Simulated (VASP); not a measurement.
These are PBEsol GGA, VASP's PBE PAW potentials (set 64) (plane waves; VASP 6.6.1) values and carry that method's errors.

The input files of a VASP run:

KPOINTS:
```
Automatic mesh
0
Gamma
4 6 1
0 0 0
```

**INCAR**
```
SYSTEM = BAs(110) slab
PREC = Normal; ENCUT = 450; LREAL = .False.
LASPH = .True.
EDIFF = 1E-5; NELM = 100; NELMIN = 4
ALGO = Normal; LMAXMIX = 4
ISMEAR = 0; SIGMA = 0.05
GGA = PS
IBRION = 2; NSW = 50; ISIF = 2
EDIFFG = -0.03
LWAVE = .True.; LCHARG = .False.
DIPOL = 0.5 0.5 0.5
LDIPOL = .True.; IDIPOL = 3
```

POSCAR:
```
BAs(110) slab
1
    4.7775891638    -0.0000000000    -0.0000000000
   -0.0000000000     3.3782652816     0.0000000000
    0.0000000000     0.0000000000    25.1272314585
B As
6 6
Direct
  0.0000000000   0.0000000000   0.6680580000
  0.5000000000   0.5000000000   0.6008350000
  0.0000000000   0.0000000000   0.5336120000
  0.5000000000   0.5000000000   0.4663880000
  0.0000000000   0.0000000000   0.3991650000
  0.5000000000   0.5000000000   0.3319420000
  0.2500000000   0.0000000000   0.6008350000
  0.7500000000   0.5000000000   0.6680580000
  0.2500000000   0.0000000000   0.4663880000
  0.7500000000   0.5000000000   0.5336120000
  0.2500000000   0.0000000000   0.3319420000
  0.7500000000   0.5000000000   0.3991650000
```

POTCAR, in this order: B As (PBE.64 set). Program: vasp_std.

What does the run give for the energy per atom (σ→0)?

```yaml
energy per atom (σ→0): -5.817 eV/atom
```

### OSZICAR
```
...
DAV:   4    -0.698012121854E+02   -0.16297E-06   -0.32589E-07   498   0.271E-03
  17 F= -.69801212E+02 E0= -.69801212E+02  d E =-.715084E-03
       N       E                     dE             d eps       ncg     rms          rms(c)
DAV:   1    -0.698013673263E+02   -0.15530E-03   -0.23004E-02   744   0.723E-01    0.415E-02
DAV:   2    -0.698014623644E+02   -0.95038E-04   -0.11966E-03   936   0.147E-01    0.230E-02
DAV:   3    -0.698014569857E+02    0.53787E-05   -0.38428E-05   835   0.318E-02    0.133E-02
DAV:   4    -0.698014570776E+02   -0.91816E-07   -0.10674E-05   589   0.163E-02
  18 F= -.69801457E+02 E0= -.69801457E+02  d E =-.244892E-03
```

The cell is a thin slab with vacuum, built from BAs (zinc blende): (110) face.
